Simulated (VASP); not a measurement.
# Which face does Nb expose?, part 2 of 6

Aim: compare the low-index faces of Nb at one level of theory.

VASP 6.6.1; r2SCAN; plane waves and PAW (Nb_pv).

So far. Step 3 (The bulk reference, job self-consistent run, k-mesh …): The run ends at a pressure of -0.30 GPa.

## 4. Relaxing the slab, 7 atoms, face Nb(110)

System of this step: Nb(110). The cell holds 7 atoms: 7 Nb. Cell: a = 3.319 Å, b = 2.874 Å, c = 29.081 Å, α = 90.0°, β = 90.0°, γ = 54.7°. It derives from Nb. 7 layers of bcc Nb, cut at this functional's lattice. Vacuum lies along c.

All atoms relax at the fixed cell.

INCAR reads:

```
SYSTEM = Nb
PREC = Normal
ENCUT = 320
EDIFF = 1E-05
NELM = 120
ISMEAR = 1
SIGMA = 0.15
LREAL = .FALSE.
ALGO = Normal
METAGGA = R2SCAN
LASPH = .TRUE.
NBANDS = 47
LORBIT = 11
LWAVE = .FALSE.
LCHARG = .FALSE.
KPAR = 4
IBRION = 2
NSW = 40
ISIF = 2
EDIFFG = -0.03
POTIM = 0.4
MAXMIX = 40
```

POSCAR reads:

```
Nb
1.0
    3.3188419198      0.0000000000      0.0000000000
    1.6594209599      2.3467756272      0.0000000000
    0.0000000000      0.0000000000     29.0806537631
Nb
7
Direct
    0.0000000000      0.0000000000      0.2579034200
    0.5000000000      0.0000000000      0.3386022800
    0.0000000000      0.0000000000      0.4193011400
    0.5000000000      0.0000000000      0.5000000000
    0.0000000000      0.0000000000      0.5806988600
    0.5000000000      0.0000000000      0.6613977200
    0.0000000000      0.0000000000      0.7420965800
```

KPOINTS reads:

```
Automatic mesh
0
Gamma
13 13 1
0 0 0
```

Potentials, in the order of the species: Nb_pv (PBE family, release 64).

Started as:

```console
$ mpirun -np 4 vasp_std
```

Log:

```text
[banner, memory and clock lines left out]
running    4 mpi-ranks, on    1 nodes
 distrk:  each k-point on    1 cores,    4 groups
 distr:  one band on    1 cores,    1 groups

 POSCAR found type information on POSCAR Nb
 POSCAR found :  1 types and       7 ions
 [... a notice as in an earlier step ...]

 LDA part: xc-table for (None), standard interpolation
 POSCAR, INCAR and KPOINTS ok, starting setup
 FFT: planning ... GRIDC
 FFT: planning ... GRID_SOFT
 FFT: planning ... GRID
 WAVECAR not read
 entering main loop
       N       E                     dE             d eps       ncg     rms          rms(c)
DAV:   1     0.666429126248E+03    0.66643E+03   -0.33182E+04  5758   0.117E+03
DAV:   2    -0.135660853461E+03   -0.80209E+03   -0.78245E+03  4965   0.655E+02
DAV:   3    -0.192124336743E+03   -0.56463E+02   -0.52599E+02  7477   0.141E+02
DAV:   4    -0.196289181219E+03   -0.41648E+01   -0.38731E+01  7068   0.372E+01
DAV:   5    -0.196560801811E+03   -0.27162E+00   -0.26244E+00  7740   0.776E+00    0.653E+01
DAV:   6    -0.241729727723E+03   -0.45169E+02   -0.34451E+02  7492   0.119E+02    0.353E+01
DAV:   7    -0.344395171625E+03   -0.10267E+03   -0.34649E+03  8049   0.151E+02    0.150E+02
DAV:   8    -0.394572204249E+03   -0.50177E+02   -0.44829E+02  6802   0.116E+02    0.566E+01
DAV:   9    -0.199584138930E+03    0.19499E+03   -0.35834E+02  7693   0.925E+01    0.269E+01
DAV:  10    -0.174739026985E+03    0.24845E+02   -0.13558E+02  7399   0.516E+01    0.184E+01
DAV:  11    -0.173529221274E+03    0.12098E+01   -0.25716E+01  7516   0.221E+01    0.162E+01
DAV:  12    -0.172261639441E+03    0.12676E+01   -0.41630E+00  7164   0.899E+00    0.117E+01
DAV:  13    -0.172273156772E+03   -0.11517E-01   -0.58681E-01  6815   0.406E+00    0.106E+01
DAV:  14    -0.172317946510E+03   -0.44790E-01   -0.65521E-02  7252   0.107E+00    0.106E+01
DAV:  15    -0.172457470751E+03   -0.13952E+00   -0.15565E-02  7188   0.845E-01    0.108E+01
DAV:  16    -0.171756168217E+03    0.70130E+00   -0.23271E-01  6892   0.267E+00    0.892E+00
DAV:  17    -0.170930266175E+03    0.82590E+00   -0.13805E+00  6948   0.666E+00    0.387E+00
DAV:  18    -0.170992314276E+03   -0.62048E-01   -0.15620E-01  6717   0.282E+00    0.295E+00
DAV:  19    -0.170895933377E+03    0.96381E-01   -0.11987E-01  7188   0.248E+00    0.203E+00
DAV:  20    -0.171013841889E+03   -0.11791E+00   -0.35295E-01  6537   0.418E+00    0.308E+00
DAV:  21    -0.170859754446E+03    0.15409E+00   -0.37831E-01  6660   0.334E+00    0.269E+00
DAV:  22    -0.170877014255E+03   -0.17260E-01   -0.57649E-02  6933   0.137E+00    0.280E+00
DAV:  23    -0.170878888874E+03   -0.18746E-02   -0.96851E-03  7444   0.672E-01    0.237E+00
DAV:  24    -0.170875486220E+03    0.34027E-02   -0.54906E-03  7029   0.709E-01    0.175E+00
DAV:  25    -0.170876044573E+03   -0.55835E-03   -0.68079E-04  6413   0.206E-01    0.164E+00
DAV:  26    -0.170875533300E+03    0.51127E-03   -0.85799E-04  7060   0.218E-01    0.140E+00
DAV:  27    -0.170875520808E+03    0.12492E-04   -0.84195E-04  7165   0.235E-01    0.109E+00
DAV:  28    -0.170875697480E+03   -0.17667E-03   -0.17115E-04  6685   0.125E-01    0.106E+00
DAV:  29    -0.170875604010E+03    0.93470E-04   -0.24625E-04  5356   0.791E-02    0.998E-01
DAV:  30    -0.170875623770E+03   -0.19760E-04   -0.11774E-04  5589   0.633E-02    0.957E-01
DAV:  31    -0.170875595444E+03    0.28327E-04   -0.38756E-05  4317   0.597E-02    0.867E-01
DAV:  32    -0.170875550478E+03    0.44966E-04   -0.17703E-04  6180   0.112E-01    0.651E-01
DAV:  33    -0.170875470241E+03    0.80237E-04   -0.99634E-05  6356   0.827E-02    0.519E-01
DAV:  34    -0.170875465914E+03    0.43261E-05   -0.18462E-05  3588   0.411E-02
   1 F= -.17087547E+03 E0= -.17087564E+03  d E =-.170875E+03
 curvature:   0.00 expect dE= 0.000E+00 dE for cont linesearch  0.000E+00
 trial: gam= 0.00000 g(F)=  0.204E-01 g(S)=  0.000E+00 ort = 0.000E+00 (trialstep = 0.100E+01)
 search vector abs. value=  0.204E-01
 bond charge predicted
       N       E                     dE             d eps       ncg     rms          rms(c)
DAV:   1    -0.170841393602E+03    0.34077E-01   -0.30588E+00  5772   0.167E+01    0.734E-01
DAV:   2    -0.170907574167E+03   -0.66181E-01   -0.49819E-01  5042   0.441E+00    0.388E+00
DAV:   3    -0.170892445873E+03    0.15128E-01   -0.75732E-02  6795   0.242E+00    0.127E+00
DAV:   4    -0.170893733817E+03   -0.12879E-02   -0.14289E-02  7021   0.994E-01    0.428E-01
DAV:   5    -0.170893978836E+03   -0.24502E-03   -0.29002E-03  6457   0.444E-01    0.103E+00
DAV:   6    -0.170893704150E+03    0.27469E-03   -0.20722E-03  7404   0.447E-01    0.124E+00
DAV:   7    -0.170893433226E+03    0.27092E-03   -0.76486E-04  6876   0.214E-01    0.816E-01
DAV:   8    -0.170893050386E+03    0.38284E-03   -0.67758E-04  6956   0.182E-01    0.361E-01
DAV:   9    -0.170893051823E+03   -0.14373E-05   -0.15122E-04  6549   0.100E-01    0.196E-01
DAV:  10    -0.170892994339E+03    0.57484E-04   -0.10591E-04  6300   0.896E-02    0.828E-02
DAV:  11    -0.170892977820E+03    0.16518E-04   -0.39732E-05  4292   0.507E-02    0.753E-02
DAV:  12    -0.170892987431E+03   -0.96103E-05   -0.11846E-05  3457   0.307E-02
   2 F= -.17089299E+03 E0= -.17089278E+03  d E =-.175215E-01
[... from here on, the cycles between the ionic steps are left out ...]
   3 F= -.17090804E+03 E0= -.17090703E+03  d E =-.325747E-01
   4 F= -.17090815E+03 E0= -.17090705E+03  d E =-.326826E-01
   5 F= -.17090815E+03 E0= -.17090708E+03  d E =-.326870E-01
   6 F= -.17090967E+03 E0= -.17090878E+03  d E =-.151833E-02
   7 F= -.17091108E+03 E0= -.17091062E+03  d E =-.293044E-02
   8 F= -.17091109E+03 E0= -.17091056E+03  d E =-.293750E-02
   9 F= -.17091110E+03 E0= -.17091059E+03  d E =-.294477E-02
  10 F= -.17091157E+03 E0= -.17091107E+03  d E =-.470028E-03
 ZBRENT: can't locate minimum, use default step
 trial-energy change:   -0.000470  1 .order   -0.000482   -0.000477   -0.000487
 step:   8.1113(harm=  8.1113)  dis= 0.01312  next Energy=  -170.913085 (dE=-0.199E-02)
 bond charge predicted
       N       E                     dE             d eps       ncg     rms          rms(c)
DAV:   1    -0.170889038844E+03    0.22529E-01   -0.15047E+00  5774   0.120E+01    0.482E-01
DAV:   2    -0.170911984846E+03   -0.22946E-01   -0.22042E-01  4614   0.276E+00    0.948E-02
DAV:   3    -0.170912771711E+03   -0.78687E-03   -0.71518E-03  7752   0.640E-01    0.706E-02
DAV:   4    -0.170912762828E+03    0.88836E-05   -0.15649E-04  6300   0.101E-01    0.495E-02
DAV:   5    -0.170912775596E+03   -0.12768E-04   -0.23971E-05  4046   0.475E-02    0.272E-02
DAV:   6    -0.170912778785E+03   -0.31886E-05   -0.12867E-05  3363   0.291E-02
  11 F= -.17091278E+03 E0= -.17091232E+03  d E =-.168110E-02
 curvature:  -7.52 expect dE=-0.735E-03 dE for cont linesearch -0.695E-03
 trial: gam=-0.20130 g(F)=  0.978E-04 g(S)=  0.000E+00 ort = 0.163E-03 (trialstep = 0.324E+01)
 search vector abs. value=  0.438E-04
 reached required accuracy - stopping structural energy minimisation
```

Run time: 9.6 min. Hardware: 4 MPI ranks of AMD EPYC 9R45, shared host; peak memory 1.1 GiB; 35 min of CPU time.

Parts of OUTCAR (step 4):

```text
  LATTYP: Found a base centered orthorhombic cell.
 ALAT       =     3.3188419198
 B/A-ratio  =     1.4142135624
 C/A-ratio  =     8.7622895172

 Subroutine GETGRP returns: Found  8 space group operations
 (whereof  8 operations were pure point group operations)

The static configuration has the point symmetry D_2h.

 Found     49 irreducible k-points:

   k-points           NKPTS =     49   k-points in BZ     NKDIM =     49   number of bands    NBANDS=     47

   dimension x,y,z NGX =    16 NGY =   14 NGZ =  128
   dimension x,y,z NGXF=    32 NGYF=   28 NGZF=  256

   ENCUT  =  320.0 eV  23.52 Ry    4.85 a.u.   4.84  4.19 42.42*2*pi/ulx,y,z

   NELECT =      77.0000    total number of electrons

 E-fermi :   0.8775

 k-point     1 :       0.0000    0.0000    0.0000
  band No.  band energies     occupation
    ...
     32       0.0221      2.00000
     33       0.4940      2.00179
     34       0.4999      2.00214
     35       0.5304      2.00510
     36       0.9100      0.64284
     37       0.9974      0.02000
     38       1.0686     -0.07021
     39       1.1865     -0.01310
     40       1.2394     -0.00339
     41       1.3994     -0.00001
    ...

 k-point     2 :       0.0769    0.0000    0.0000
  band No.  band energies     occupation
    ...
     33       0.3913      2.00005
     34       0.4166      2.00012
     35       0.5182      2.00365
     36       0.8107      1.67682
     37       0.8697      1.08789
     38       1.0067     -0.00837
     39       1.1076     -0.05222
     40       1.2243     -0.00515
     41       1.3380     -0.00013
     42       1.4687     -0.00000
    ...

  Total       -2.6785938     -3.8823902     -0.9208640      0.0000000      0.0000000      0.0000000
  in kB      -18.9476405    -27.4629673     -6.5139407      0.0000000      0.0000000      0.0000000
  external PRESSURE =     -17.6415161 kB  Pullay stress =       0.0000000 kB

  energy-cutoff  :      320.00
  volume of cell :      226.50
      direct lattice vectors                 reciprocal lattice vectors
     3.318841920  0.000000000  0.000000000     0.301309922 -0.213058289  0.000000000
     1.659420960  2.346775627  0.000000000     0.000000000  0.426116578  0.000000000
     0.000000000  0.000000000 29.080653763     0.000000000  0.000000000  0.034387122

 POSITION                                       TOTAL-FORCE (eV/Angst)
 -----------------------------------------------------------------------------------
      0.00000      0.00000      7.57222        -0.000000      0.000000      0.024173
      1.65942      0.00000      9.82746        -0.000000      0.000000      0.015648
      3.31884      0.00000     12.18314        -0.000000      0.000000      0.020920
      1.65942      0.00000     14.54033        -0.000000      0.000000      0.000000
      0.00000      0.00000     16.89751         0.000000      0.000000     -0.020920
      1.65942      0.00000     19.25319        -0.000000      0.000000     -0.015648
      0.00000      0.00000     21.50844         0.000000      0.000000     -0.024173
 -----------------------------------------------------------------------------------
    total drift:                                0.000000      0.000000     -0.000000

  FREE ENERGIE OF THE ION-ELECTRON SYSTEM (eV)
  ---------------------------------------------------
  free  energy   TOTEN  =      -170.9127787850 eV

  energy  without entropy=     -170.9113927185  energy(sigma->0) =     -170.91231676

 total charge
# of ion       s       p       d       tot
------------------------------------------
    1        0.417   6.196   3.143   9.757
    2        0.434   6.324   3.138   9.896
    3        0.425   6.308   3.120   9.853
    4        0.426   6.297   3.141   9.864
    5        0.425   6.308   3.120   9.853
    6        0.434   6.324   3.138   9.896
    7        0.417   6.196   3.143   9.757
--------------------------------------------------
tot          2.977  43.954  21.945  68.876

[... 1 part as in an earlier step ...]

[... 7 further parts left out ...]
```

The run keeps the 8 symmetry operations of its start, so it cannot find a distortion of lower symmetry.

Relaxation path:

| step | energy less that of the first step (eV) | largest force (eV/Å) |
| --- | --- | --- |
| 1 | 0.0000 | 0.3816 |
| 2 | -0.0175 | 0.2966 |
| 3 | -0.0326 | 0.0834 |
| 4 | -0.0327 | 0.0851 |
| 5 | -0.0327 | 0.0850 |
| 6 | -0.0342 | 0.0577 |
| 7 | -0.0356 | 0.0545 |
| 8 | -0.0356 | 0.0339 |
| 9 | -0.0356 | 0.0432 |
| 10 | -0.0361 | 0.0349 |
| 11 | -0.0373 | 0.0242 |

The atoms that moved most (Å):

| atom | dx | dy | dz | length |
| --- | --- | --- | --- | --- |
| Nb7 | 0.000 | 0.000 | -0.072 | 0.072 |
| Nb1 | 0.000 | 0.000 | 0.072 | 0.072 |
| Nb6 | 0.000 | 0.000 | 0.019 | 0.019 |
| Nb2 | 0.000 | 0.000 | -0.019 | 0.019 |
| Nb3 | 0.000 | 0.000 | -0.010 | 0.010 |
| Nb5 | 0.000 | 0.000 | 0.010 | 0.010 |

The relaxed structure:

```cif
data_structure
_symmetry_space_group_name_H-M 'P 1'
_symmetry_Int_Tables_number 1
_cell_length_a 3.3188
_cell_length_b 2.8742
_cell_length_c 29.0807
_cell_angle_alpha 90.000
_cell_angle_beta 90.000
_cell_angle_gamma 54.736
_cell_volume 226.50
loop_
_atom_site_label
_atom_site_type_symbol
_atom_site_fract_x
_atom_site_fract_y
_atom_site_fract_z
_atom_site_occupancy
Nb1 Nb 0.00000 0.00000 0.26039 1
Nb2 Nb 0.50000 0.00000 0.33794 1
Nb3 Nb 0.00000 0.00000 0.41894 1
Nb4 Nb 0.50000 0.00000 0.50000 1
Nb5 Nb 0.00000 0.00000 0.58106 1
Nb6 Nb 0.50000 0.00000 0.66206 1
Nb7 Nb 0.00000 0.00000 0.73961 1
```

This step gave:

```yaml
electronic_cycles: 90
electrons: 77
free_energy_toten: -170.9128 eV
energy_at_zero_smearing: -170.9123 eV
fermi_energy: 0.8775 eV
```

The run ended after 11 ionic steps, 0.037 eV below its first step, once the forces on the free atoms met EDIFFG = -0.03.

(Part 2 of 6 ends here.)

[Lines on the potential files, build, host, timing and source positions are cut from VASP's logs without a mark.]

[Logs are printed without paths, hosts, clocks, repeated set-up lines and the standing remarks that a program may print on its own settings, such as how far it seeks lower states.]

[Hosts, paths, dates, database ids (printed as entryN), source tags and the programs' standing remarks are cut or masked in the printed files.]

[Runs that stopped without an error message from VASP are left out.]
